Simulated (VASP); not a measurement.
Output of a VASP run:

OUTCAR:
```
 ion  position               nearest neighbor table
   1  0.000  0.000  0.000-
   2  0.500  0.500  0.000-
   3  0.500  0.000  0.500-
   4  0.500  0.500  0.500-
   5  0.000  0.000  0.500-
   6  0.000  0.500  0.000-
   7  0.500  0.000  0.000-
   8  0.000  0.500  0.500-
  LATTYP: Found a simple cubic cell.
 ALAT       =     5.5910507872
 Subroutine PRICEL returns:
 Original cell was already a primitive cell.
 Subroutine GETGRP returns: Found 48 space group operations
The static configuration has the point symmetry D_4h.
 The point group associated with its full space group is O_h .
The dynamic configuration has the point symmetry D_4h.
 Subroutine INISYM returns: Found 48 space group operations
 Subroutine IBZKPT returns following result:
 Found     10 irreducible k-points:

 Following reciprocal coordinates:
            Coordinates               Weight
  0.000000  0.000000  0.000000      1.000000
  0.250000  0.000000  0.000000      6.000000
  0.500000  0.000000  0.000000      3.000000
  0.250000  0.250000  0.000000     12.000000
  0.500000  0.250000  0.000000     12.000000
  0.500000  0.500000  0.000000      3.000000
  0.250000  0.250000  0.250000      8.000000
  0.500000  0.250000  0.250000     12.000000
  0.500000  0.500000  0.250000      6.000000
  0.500000  0.500000  0.500000      1.000000
   k-points           NKPTS =     10   k-points in BZ     NKDIM =     10   number of bands    NBANDS=     31
   number of dos      NEDOS =    301   number of ions     NIONS =      8
   total plane-waves  NPLWV =  74088
   dimension x,y,z NGX =    42 NGY =   42 NGZ =   42
   dimension x,y,z NGXF=    84 NGYF=   84 NGZF=   84
   ions per type =               3   4   1
   PREC   = accura    normal or accurate (medium, high low for compatibility)
   ISTART =      0    job   : 0-new  1-cont  2-samecut
   ICHARG =      2    charge: 1-file 2-atom 10-const
   ISPIN  =      1    spin polarized calculation?
   LNONCOLLINEAR =      F non collinear calculations
   LSORBIT =      F    spin-orbit coupling
   INIWAV =      1    electr: 0-lowe 1-rand  2-diag
   ENCUT  =  500.0 eV  36.75 Ry    6.06 a.u.  10.19 10.19 10.19*2*pi/ulx,y,z
   NELM   =    100;   NELMIN=  2; NELMDL= -5     # of ELM steps
   EDIFF  = 0.1E-05   stopping-criterion for ELM
   LREAL  =      F    real-space projection
   NLSPLINE    = F    spline interpolate recip. space projectors
   LMAXMIX     =    2 max onsite mixed and CHGCAR
   VOSKOWN=      0    Vosko Wilk Nusair interpolation
   EDIFFG = -.2E-01   stopping-criterion for IOM
   NSW    =     60    number of steps for IOM
   NBLOCK =      1;   KBLOCK =     60    inner block; outer block
   IBRION =      2    ionic relax: 0-MD 1-quasi-New 2-CG
   NFREE  =      1    steps in history (QN), initial steepest desc. (CG)
   ISIF   =      3    stress and relaxation
   ISYM   =      2    0-nonsym 1-usesym 2-fastsym
   TEIN   =    0.0    initial temperature
   TEBEG  =    0.0;   TEEND  =   0.0 temperature during run
   SMASS  =  -3.00    Nose mass-parameter (am)
   PSTRESS=    0.0 pullay stress
   NELECT =      52.0000    total number of electrons
   EFERMI =   0.00;   METHOD = LEGACY
   ISMEAR =     0;   SIGMA  =   0.05  broadening in eV -4-tet -1-fermi 0-gaus
   IALGO  =     38    algorithm
   LDIAG  =      T    sub-space diagonalisation (order eigenvalues)
   IMIX   =      4    mixing-type and parameters
     AMIX     =   0.40;   BMIX     =  1.00
     AMIX_MAG =   1.60;   BMIX_MAG =  1.00
     AMIN     =   0.10
   GGA     = PE    functional components
   VOSKOWN =     0    Vosko Wilk Nusair interpolation
   LHFCALC =     F    Hartree Fock is set to
   LHFONE  =     F    Hartree Fock one center treatment
   AEXX    =    0.0000 exact exchange contribution
   IVDW    =     0    specifies the selected vdW correction
   LEPSILON=     F    determine dielectric tensor
...
```

### OSZICAR
```
       N       E                     dE             d eps       ncg     rms          rms(c)
DAV:   1     0.528106109723E+03    0.52811E+03   -0.24543E+04   628   0.166E+03
DAV:   2     0.355689783162E+02   -0.49254E+03   -0.48193E+03   758   0.426E+02
DAV:   3    -0.250567372251E+02   -0.60626E+02   -0.60443E+02   878   0.148E+02
DAV:   4    -0.278334336540E+02   -0.27767E+01   -0.27649E+01   908   0.337E+01
DAV:   5    -0.281997369888E+02   -0.36630E+00   -0.36606E+00  1114   0.611E+00    0.440E+00
DAV:   6    -0.275269410375E+02    0.67280E+00   -0.16562E+00   794   0.568E+00    0.339E+00
DAV:   7    -0.274951936666E+02    0.31747E-01   -0.39958E-01  1072   0.279E+00    0.216E+00
DAV:   8    -0.275199321885E+02   -0.24739E-01   -0.50857E-02   796   0.141E+00    0.371E-01
DAV:   9    -0.275201153808E+02   -0.18319E-03   -0.39227E-03  1056   0.333E-01    0.142E-01
DAV:  10    -0.275211367661E+02   -0.10214E-02   -0.13270E-03   825   0.212E-01    0.240E-02
DAV:  11    -0.275211706827E+02   -0.33917E-04   -0.84438E-05   864   0.536E-02    0.111E-02
DAV:  12    -0.275211711701E+02   -0.48738E-06   -0.33743E-06   673   0.121E-02
   1 F= -.27521171E+02 E0= -.27521171E+02  d E =-.275212E+02
```

OUTCAR:
```
------------------------ aborting loop because EDIFF is reached ----------------------------------------
  FORCE on cell =-STRESS in cart. coord.  units (eV):
  Direction    XX          YY          ZZ          XY          YZ          ZX
  --------------------------------------------------------------------------------------
  Total       -0.1088140     -0.1088140     -0.1088140     -0.0000000     -0.0000000      0.0000000
  in kB       -0.9975048     -0.9975048     -0.9975048     -0.0000000     -0.0000000      0.0000000
  external PRESSURE =      -0.9975048 kB  Pullay stress =       0.0000000 kB
  volume of cell :      174.78
      direct lattice vectors                 reciprocal lattice vectors
     5.591050787  0.000000000  0.000000000     0.178857256  0.000000000  0.000000000
     0.000000000  5.591050787  0.000000000     0.000000000  0.178857256  0.000000000
     0.000000000  0.000000000  5.591050787     0.000000000  0.000000000  0.178857256
 POSITION                                       TOTAL-FORCE (eV/Angst)
 -----------------------------------------------------------------------------------
      0.00000      0.00000      0.00000         0.000000      0.000000      0.000000
      2.79553      2.79553      0.00000         0.000000      0.000000      0.000000
      2.79553      0.00000      2.79553         0.000000      0.000000      0.000000
      2.79553      2.79553      2.79553         0.000000      0.000000      0.000000
      0.00000      0.00000      2.79553         0.000000      0.000000      0.000000
      0.00000      2.79553      0.00000         0.000000      0.000000      0.000000
      2.79553      0.00000      0.00000         0.000000      0.000000      0.000000
      0.00000      2.79553      2.79553         0.000000      0.000000      0.000000
 -----------------------------------------------------------------------------------
    total drift:                                0.000000      0.000000     -0.000000
  FREE ENERGIE OF THE ION-ELECTRON SYSTEM (eV)
  ---------------------------------------------------
  free  energy   TOTEN  =       -27.5211711701 eV

  energy  without entropy=      -27.5211711701  energy(sigma->0) =      -27.52117117

 reached required accuracy - stopping structural energy minimisation
```
(Selected blocks of OUTCAR.)

File POSCAR:
```
LiNa3Cl4
1
    5.5910507872    -0.0000000000    -0.0000000000
    0.0000000000     5.5910507872     0.0000000000
    0.0000000000    -0.0000000000     5.5910507872
Na Cl Li
3 4 1
Direct
  0.0000000000   0.0000000000   0.0000000000
  0.5000000000   0.5000000000   0.0000000000
  0.5000000000   0.0000000000   0.5000000000
  0.5000000000   0.5000000000   0.5000000000
  0.0000000000   0.0000000000   0.5000000000
  0.0000000000   0.5000000000   0.0000000000
  0.5000000000   0.0000000000   0.0000000000
  0.0000000000   0.5000000000   0.5000000000
```

Reconstruct the remaining input files.

One answer among several that fit: the input of the run itself, PBE GGA, plane waves, VASP's PBE PAW potentials (set 64).

INCAR:
```
ISMEAR  =  0
LCHARG  =  .False.
NELM  =  100
ENCUT  =  500   # plane-wave cut-off (eV)
EDIFF  =  1E-6   # SCF stop (eV)
SYSTEM  =  LiNa3Cl4
IBRION  =  2
PREC  =  Accurate
GGA  =  PE   # PBE
EDIFFG  =  -0.02   # ionic stop
LREAL  =  .False.   # projection in real space or not
LWAVE  =  .False.
NSW  =  60
ALGO  =  Normal   # blocked Davidson
SIGMA  =  0.05
LASPH  =  .True.   # aspherical one-centre terms
ISIF  =  3
```

File KPOINTS:
```
Automatic mesh
0
Gamma
 4 4 4
0 0 0
```

POTCAR, in this order: Na_pv Cl Li_sv (PBE.64 set). Program: vasp_std.

The structure was generated: LiNa3Cl4 was put into an ordered model structure (Pm-3m), which need not be its known phase. It was relaxed first. The start is the result of an earlier pass.
